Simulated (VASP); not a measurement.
VASP ran on this input.

POSCAR:
```
CsGeCl3
1
    3.7508221524     2.1655384862     3.1005793624
   -3.7508221524     2.1655384862     3.1005793624
    0.0000000000    -4.3310760268     3.1005793829
Cs Ge Cl
1 1 3
Direct
  0.9943910434   0.9943910434   0.9943910434
  0.5110414142   0.5110414142   0.5110414143
  0.4942269864   0.4942269864   0.9620935695
  0.9620935696   0.4942269864   0.4942269864
  0.4942269864   0.9620935696   0.4942269864
```

**INCAR**
```
SYSTEM = CsGeCl3
PREC = Accurate
ENCUT = 400
EDIFF = 1E-6
NELM = 100
ALGO = Normal
LREAL = .FALSE.
LASPH = .TRUE.
ISMEAR = 0
SIGMA = 0.05
GGA = PS
LMAXMIX = 4
LWAVE = .FALSE.
LCHARG = .FALSE.
IBRION = 2
ISIF = 3
NSW = 60
EDIFFG = -0.02
```

File KPOINTS:
```
kpoints
0
gamma
4 4 4
0 0 0
```

POTCAR, in this order: Cs_sv Ge_d Cl (PBE.64 set). Program: vasp_std.

**Question.** Translate this PBEsol calculation to Quantum ESPRESSO's pw.x.

**Answer.** One equivalent input (not run):
```
&CONTROL
  calculation = 'vc-relax'
  pseudo_dir = './pseudo'
  outdir = './out'
  tprnfor = .true.
  tstress = .true.
  nstep = 60
  forc_conv_thr = 0.00078
/
&SYSTEM
  ibrav = 0
  nat = 5
  ntyp = 3
  ecutwfc = 78
  occupations = 'smearing'
  smearing = 'gaussian'
  degauss = 0.003675
  input_dft = 'pbesol'
/
&ELECTRONS
  conv_thr = 7.3e-08
  electron_maxstep = 100
/
&IONS
/
&CELL
/
ATOMIC_SPECIES
  Cs 132.905 Cs.upf
  Ge 72.630 Ge.upf
  Cl 35.450 Cl.upf
CELL_PARAMETERS angstrom
     3.7508222    2.1655385    3.1005794
    -3.7508222    2.1655385    3.1005794
     0.0000000   -4.3310760    3.1005794
ATOMIC_POSITIONS crystal
  Cs   0.9943910  0.9943910  0.9943910
  Ge   0.5110414  0.5110414  0.5110414
  Cl   0.4942270  0.4942270  0.9620936
  Cl   0.9620936  0.4942270  0.4942270
  Cl   0.4942270  0.9620936  0.4942270
K_POINTS automatic
  4 4 4 0 0 0
```
What does not carry over: the potentials are each code's own (VASP's PAW set, PseudoDojo norm-conserving files in pw.x), so ENCUT and ecutwfc are chosen apart and not converted; conv_thr bounds pw.x's estimated SCF error, while EDIFF bounds the energy change between steps; forc_conv_thr acts on force components and is met together with etot_conv_thr.

The structure comes from a computed database's CsGeCl3 entry (R3m); how it stands against other phases isn't given here. It was relaxed first, which changed the volume by -7 %. The start is the result of an earlier pass.
